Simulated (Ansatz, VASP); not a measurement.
## Nb2Te2S in VASP and in Ansatz

INCAR

```
SYSTEM = Nb2Te2S
PREC = Accurate ; ENCUT = 520
EDIFF = 1E-7 ; ISMEAR = 0
SIGMA = 0.1 ; LREAL = .FALSE.
LASPH = .TRUE. ; NELM = 100
ALGO = Normal ; ISIF = 2
LWAVE = .FALSE. ; LCHARG = .TRUE.
GGA = PE ; LELF = .TRUE.
LVHAR = .TRUE. ; NBANDS = 30
```

The input KPOINTS:

```
Automatic mesh
0
G
  4 4 4
  0 0 0
```

The input POSCAR:

```
Nb2Te2S
1.0
    2.7687738600     -4.1166844900      0.0000000000
    2.7687738600      4.1166844900      0.0000000000
    0.0000000000      0.0000000000      5.5944644800
Nb Te S
2 2 1
Direct
    0.7734916000      0.7734916000      0.0000000000
    0.2265084000      0.2265084000      0.0000000000
    0.0000000000      0.5000000000      0.0000000000
    0.5000000000      0.0000000000      0.0000000000
    0.0000000000      0.0000000000      0.5000000000
```

Input for Ansatz:

```yaml
crystal:
  lattice:
    - [2.76877386, -4.11668449, 0.0]
    - [2.76877386, 4.11668449, 0.0]
    - [0.0, 0.0, 5.59446448]
  atoms:
    - { symbol: Nb, position: [0.7734916, 0.7734916, 0.0] }
    - { symbol: Nb, position: [0.2265084, 0.2265084, 0.0] }
    - { symbol: Te, position: [0.0, 0.5, 0.0] }
    - { symbol: Te, position: [0.5, 0.0, 0.0] }
    - { symbol: S, position: [0.0, 0.0, 0.5] }
basis:
  ecutwfc: 420
kpoints:
  mp_grid: { grid: [4, 4, 4] }
hamiltonian:
  xc: pbe
scf:
  occupations: { method: gaussian, width: 0.1 }
  lower_state_search: "off"
output:
  forces: true
  stress: true
  eigenvalues: true
```

Alike in both runs: task single point; functional PBE; k mesh 4 × 4 × 4; occupations gaussian, width 0.1 eV; no spin polarisation.

```csv
,VASP,Ansatz
version,VASP 6.6.1,Ansatz 0.2.0
potentials or method,"VASP PAW PBE potentials, release 64 (Nb_sv, Te, S)","scalar-relativistic, plane waves, PAW"
plane-wave cutoff (eV),520,420
valence electrons in the cell,44,64
```

VASP gave:

- gap on the k mesh at the Fermi level (eV): none
- rms of the force components (eV/Å): 0.574

Question: What did Ansatz give for the same quantities?

Answer: gap on the k mesh at the Fermi level (eV): none; rms of the force components (eV/Å): 0.591.

Atom by atom the forces differ by 0.017 eV/Å (rms over components). A gap of «none» marks a metal or a gap that the smearing closes. The functional is the same, so the differences come from potentials, cutoffs and numerics. The two sets of potentials don't hold the same shells in valence.

Caveats: forces of over 1 eV/Å show positions far from the minimum, so gaps and moduli don't describe the material at rest. The runs have no spin-orbit coupling, so splittings on Te are missing.
